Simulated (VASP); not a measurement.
OSZICAR of a VASP run on Ni$_{3}$Fe (L1_2):

OSZICAR:
```
       N       E                     dE             d eps       ncg     rms          rms(c)
DAV:   1     0.216713781382E+03    0.21671E+03   -0.14592E+04  9072   0.170E+03
DAV:   2    -0.172410643829E+02   -0.23395E+03   -0.22483E+03  8744   0.332E+02
DAV:   3    -0.290367504660E+02   -0.11796E+02   -0.11202E+02  9078   0.103E+02
DAV:   4    -0.291840394633E+02   -0.14729E+00   -0.14700E+00  9458   0.122E+01
DAV:   5    -0.291883622845E+02   -0.43228E-02   -0.43225E-02 11858   0.168E+00    0.206E+01
RMM:   6    -0.263677286451E+02    0.28206E+01   -0.36315E+01  8736   0.727E+01    0.203E+01
RMM:   7    -0.289344015990E+02   -0.25667E+01   -0.64031E+00  8736   0.234E+01    0.263E+01
RMM:   8    -0.249511451814E+02    0.39833E+01   -0.31768E+00  8736   0.218E+01    0.534E+00
RMM:   9    -0.250169333813E+02   -0.65788E-01   -0.13899E-01  8738   0.356E+00    0.321E+00
RMM:  10    -0.250131134523E+02    0.38199E-02   -0.94873E-02  8763   0.223E+00    0.154E+00
RMM:  11    -0.250027508676E+02    0.10363E-01   -0.25520E-02  8920   0.949E-01    0.796E-01
RMM:  12    -0.250047060065E+02   -0.19551E-02   -0.35509E-03  9159   0.500E-01    0.267E-01
RMM:  13    -0.250048020245E+02   -0.96018E-04   -0.77525E-04  9254   0.174E-01    0.981E-02
RMM:  14    -0.250047929037E+02    0.91208E-05   -0.27808E-04  8792   0.149E-01    0.152E-01
RMM:  15    -0.250047762497E+02    0.16654E-04   -0.94252E-05  8223   0.104E-01    0.398E-02
RMM:  16    -0.250047799624E+02   -0.37127E-05   -0.35405E-05  6113   0.391E-02
   1 F= -.25004780E+02 E0= -.25004475E+02  d E =-.250048E+02  mag=     4.7885
```

Which electronic solver shows in the log?

It is blocked Davidson (ALGO = Normal, or the opening steps of other solvers) and then RMM-DIIS (ALGO = Fast or VeryFast). The INCAR had ALGO = Fast.

How was spin treated?

Collinear spin (ISPIN = 2): the summary line carries one mag value, 4.79 μB in the cell.

Can the final energy be trusted as converged?

The calculation finished and met its thresholds. It stopped with EDIFF = 1E-5, NELM = 100, NSW = 20 and EDIFFG = -0.03 after 1 ionic step (PBE GGA, plane waves, VASP's PBE PAW potentials (set 64)).

The compound is Ni3Fe in the L1_2 structure. It was relaxed first.
